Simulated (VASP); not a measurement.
An input for Quantum ESPRESSO's pw.x (written as the equivalent of a VASP run, and not itself run):

```
&CONTROL
  calculation = 'relax'
  pseudo_dir = './pseudo'
  outdir = './out'
  tprnfor = .true.
  tstress = .true.
  nstep = 30
  forc_conv_thr = 3.9e-05
/
&SYSTEM
  ibrav = 0
  nat = 5
  ntyp = 3
  ecutwfc = 84
  occupations = 'smearing'
  smearing = 'gaussian'
  degauss = 0.003675
  input_dft = 'pz'
/
&ELECTRONS
  conv_thr = 7.3e-10
  electron_maxstep = 100
/
&IONS
/
ATOMIC_SPECIES
  Ba 137.327 Ba.upf
  Ti 47.867 Ti.upf
  O 15.999 O.upf
CELL_PARAMETERS angstrom
     3.9526207    0.0000000    0.0000000
     0.0000000    3.9526207    0.0000000
     0.0000000    0.0000000    3.9526207
ATOMIC_POSITIONS crystal
  Ba   0.0000000  0.0000000  0.0000000
  Ti   0.5000000  0.5000000  0.5000000
  O    0.5000000  0.0000000  0.5000000
  O    0.0000000  0.5000000  0.5000000
  O    0.5000000  0.5000000  0.0000000
K_POINTS automatic
  5 5 5 0 0 0
```

Task: Translate this input to VASP (INCAR, KPOINTS, POSCAR, choice of POTCAR).

Result: One answer among several that fit: 
**KPOINTS**
```
Automatic mesh
0
Gamma
5 5 5
0 0 0
```

### POSCAR
```
BaTiO3
1
    3.9526207423     0.0000000000     0.0000000000
    0.0000000000     3.9526207423     0.0000000000
    0.0000000000     0.0000000000     3.9526207423
Ba Ti O
1 1 3
Direct
  0.0000000000   0.0000000000   0.0000000000
  0.5000000000   0.5000000000   0.5000000000
  0.5000000000   0.0000000000   0.5000000000
  0.0000000000   0.5000000000   0.5000000000
  0.5000000000   0.5000000000   0.0000000000
```

INCAR:
```
SYSTEM = BaTiO3
PREC = Accurate; ENCUT = 520; LREAL = .False.
LASPH = .True.
EDIFF = 1E-8; NELM = 100; ALGO = Normal
LMAXMIX = 4
ISMEAR = 0; SIGMA = 0.05
IBRION = 1; NSW = 30; ISIF = 2
EDIFFG = -0.001
LWAVE = .False.; LCHARG = .False.
```

POTCAR, in this order: Ba_sv Ti_sv O (LDA.64 set). Program: vasp_std.

The two are equivalent in intent, not identical: the potentials are each code's own (VASP's PAW set, PseudoDojo norm-conserving files in pw.x), so ENCUT and ecutwfc are chosen apart and not converted; conv_thr bounds pw.x's estimated SCF error, while EDIFF bounds the energy change between steps; forc_conv_thr acts on force components and is met together with etot_conv_thr.

The compound is BaTiO3 in the cubic perovskite structure, the ideal cubic form; the compound distorts at low or room temperature. It was relaxed first. The start is the result of an earlier pass.
